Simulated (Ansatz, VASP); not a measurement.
Two plane-wave programs on SrHf2O5

The input INCAR:

```
PREC = Accurate
ENCUT = 600
EDIFF = 1E-6
ISMEAR = 0
SIGMA = 0.15
LREAL = False
LASPH = True
NELM = 80
ALGO = Normal
ISIF = 3
LWAVE = False
LCHARG = False
GGA = PE
IBRION = 2
NSW = 36
EDIFFG = -0.08
```

Contents of KPOINTS:

```
regular mesh
0
Gamma
  3 3 3
```

POSCAR

```
SrHf2O5
1.0
    2.0250000000     -6.6750000000      0.0000000000
    2.0250000000      6.6750000000      0.0000000000
    0.0000000000      0.0000000000      4.0500000000
Sr Hf O
1 2 5
Direct
    0.0000000000      0.0000000000      0.0000000000
    0.6650000000      0.3350000000      0.5000000000
    0.3350000000      0.6650000000      0.5000000000
    0.6600000000      0.3400000000      0.0000000000
    0.1700000000      0.8300000000      0.5000000000
    0.8300000000      0.1700000000      0.5000000000
    0.3400000000      0.6600000000      0.0000000000
    0.5000000000      0.5000000000      0.5000000000
```

Input for Ansatz:

```yaml
crystal:
  lattice:
    - [2.025, -6.675, 0.0]
    - [2.025, 6.675, 0.0]
    - [0.0, 0.0, 4.05]
  atoms:
    - { symbol: Sr, position: [0.0, 0.0, 0.0] }
    - { symbol: Hf, position: [0.665, 0.335, 0.5] }
    - { symbol: Hf, position: [0.335, 0.665, 0.5] }
    - { symbol: O, position: [0.66, 0.34, 0.0] }
    - { symbol: O, position: [0.17, 0.83, 0.5] }
    - { symbol: O, position: [0.83, 0.17, 0.5] }
    - { symbol: O, position: [0.34, 0.66, 0.0] }
    - { symbol: O, position: [0.5, 0.5, 0.5] }
basis:
  ecutwfc: 420
kpoints:
  mp_grid: { grid: [3, 3, 3] }
hamiltonian:
  xc: pbe
scf:
  occupations: { method: gaussian, width: 0.15 }
  lower_state_search: "off"
output:
  forces: true
  stress: true
  eigenvalues: true
relax:
  adjacent_minimum: "off"
  f_tol: 0.08
  max_steps: 16
  cell: { stress_tol: 0.8 }
```

Alike in both runs: task relaxation of cell and atoms; functional PBE; k mesh 3 × 3 × 3; occupations gaussian, width 0.15 eV; no spin polarisation.

```csv
,VASP,Ansatz
version,VASP 6.6.1,Ansatz 0.2.0
potentials or method,"VASP PAW PBE potentials, release 64 (Sr_sv, Hf_pv, O)","scalar-relativistic, plane waves, PAW"
plane-wave cutoff (eV),600,420
valence electrons in the cell,60,92
```

|  | VASP | Ansatz | Ansatz less VASP |
| --- | --- | --- | --- |
| gap on the k mesh at the Fermi level, each at its own relaxed structure (eV) | 3.60 | 3.62 | +0.011 |
| relaxed volume (Å³/atom) | 13.92 | 14.03 | +0.110 |
| relaxed cell length with the largest relative difference (Å) | 6.985 | 7.012 | +0.0266 |
| energy change over the relaxation (meV/atom) | -132 | -137 | -5.2 |

The two sets of potentials don't hold the same shells in valence.

Caveats: the k mesh is coarse (spacing up to 0.54 Å⁻¹), so the values aren't converged; spin-orbit coupling is left out, which moves the levels of the heavy elements; an odd mesh through Γ misses points on the zone boundary, where band edges often lie. A hybrid or GW would open this gap; PBE tends to underestimate it.
